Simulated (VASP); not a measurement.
Calculation: r2SCAN meta-GGA, VASP's PBE PAW potentials (set 64) (plane waves; VASP).

Input for VASP

INCAR:
```
SYSTEM = Ta
PREC = Accurate; ENCUT = 480; LREAL = .False.
LASPH = .True.
EDIFF = 1E-7; NELM = 100; ALGO = Normal
LMAXMIX = 6; LMIXTAU = .True.
ISMEAR = 1; SIGMA = 0.1
METAGGA = R2SCAN
ISIF = 2
LWAVE = .False.; LCHARG = .False.
```

**KPOINTS**
```
Automatic mesh
0
Gamma
14 14 14
0 0 0
```

POSCAR:
```
Ta
1
   -1.6525692560     1.6525692560     1.6525692560
    1.6525692560    -1.6525692560     1.6525692560
    1.6525692560     1.6525692560    -1.6525692560
Ta
1
Direct
  0.0000000000   0.0000000000   0.0000000000
```

POTCAR, in this order: Ta_pv (PBE.64 set). Program: vasp_std.

What VASP printed:

### OSZICAR
```
       N       E                     dE             d eps       ncg     rms          rms(c)
DAV:   1     0.729001042505E+01    0.72900E+01   -0.64798E+03  1872   0.113E+03
DAV:   2    -0.511840417502E+02   -0.58474E+02   -0.57504E+02  2403   0.249E+02
DAV:   3    -0.518987317724E+02   -0.71469E+00   -0.67952E+00  2177   0.275E+01
DAV:   4    -0.519050943469E+02   -0.63626E-02   -0.63491E-02  2252   0.193E+00
DAV:   5    -0.519051528219E+02   -0.58475E-04   -0.58471E-04  2210   0.141E-01    0.143E+01
DAV:   6    -0.481030159259E+02    0.38021E+01   -0.13979E+00  1934   0.165E+01    0.564E+00
DAV:   7    -0.486810228567E+02   -0.57801E+00   -0.23407E-01  1889   0.614E+00    0.177E+00
DAV:   8    -0.482401521258E+02    0.44087E+00   -0.34387E-01  1904   0.719E+00    0.758E-01
DAV:   9    -0.485555982765E+02   -0.31545E+00   -0.49830E-02  1913   0.212E+00    0.374E-01
DAV:  10    -0.485815204745E+02   -0.25922E-01   -0.51795E-03  1914   0.818E-01    0.318E-01
DAV:  11    -0.485865191664E+02   -0.49987E-02   -0.56828E-03  1908   0.889E-01    0.610E-02
DAV:  12    -0.485865466297E+02   -0.27463E-04   -0.71573E-04  1898   0.295E-01    0.558E-02
DAV:  13    -0.485865389131E+02    0.77166E-05   -0.67231E-05  2087   0.106E-01    0.235E-02
DAV:  14    -0.485865395224E+02   -0.60934E-06   -0.27013E-06  2306   0.226E-02    0.170E-02
DAV:  15    -0.485865388553E+02    0.66712E-06   -0.76439E-08  1227   0.396E-03    0.148E-02
DAV:  16    -0.485865377884E+02    0.10669E-05   -0.45032E-06  1959   0.280E-02    0.144E-03
DAV:  17    -0.485865373945E+02    0.39392E-06   -0.92560E-08  1167   0.450E-03    0.368E-04
DAV:  18    -0.485865376328E+02   -0.23830E-06   -0.12217E-08   954   0.155E-03    0.403E-04
DAV:  19    -0.485865374130E+02    0.21975E-06   -0.10527E-08   954   0.151E-03    0.583E-05
DAV:  20    -0.485865374912E+02   -0.78186E-07   -0.91820E-10   954   0.459E-04
   1 F= -.48586537E+02 E0= -.48586639E+02  d E =0.303193E-03
```

OUTCAR:
```
------------------------ aborting loop because EDIFF is reached ----------------------------------------
  FORCE on cell =-STRESS in cart. coord.  units (eV):
  Direction    XX          YY          ZZ          XY          YZ          ZX
  --------------------------------------------------------------------------------------
  Total        0.0058522      0.0058522      0.0058522      0.0000000      0.0000000     -0.0000000
  in kB        0.5193896      0.5193896      0.5193896      0.0000000      0.0000000     -0.0000000
  external PRESSURE =       0.5193896 kB  Pullay stress =       0.0000000 kB
  volume of cell :       18.05
      direct lattice vectors                 reciprocal lattice vectors
    -1.652569256  1.652569256  1.652569256     0.000000000  0.302559181  0.302559181
     1.652569256 -1.652569256  1.652569256     0.302559181  0.000000000  0.302559181
     1.652569256  1.652569256 -1.652569256     0.302559181  0.302559181  0.000000000
 POSITION                                       TOTAL-FORCE (eV/Angst)
 -----------------------------------------------------------------------------------
      0.00000      0.00000      0.00000         0.000000     -0.000000     -0.000000
 -----------------------------------------------------------------------------------
    total drift:                                0.000000     -0.000000      0.000000
  FREE ENERGIE OF THE ION-ELECTRON SYSTEM (eV)
  ---------------------------------------------------
  free  energy   TOTEN  =       -48.5865374912 eV

  energy  without entropy=      -48.5868406845  energy(sigma->0) =      -48.58663856
```
(Selected blocks of OUTCAR.)

The compound is Ta in the bcc structure. It was relaxed first.
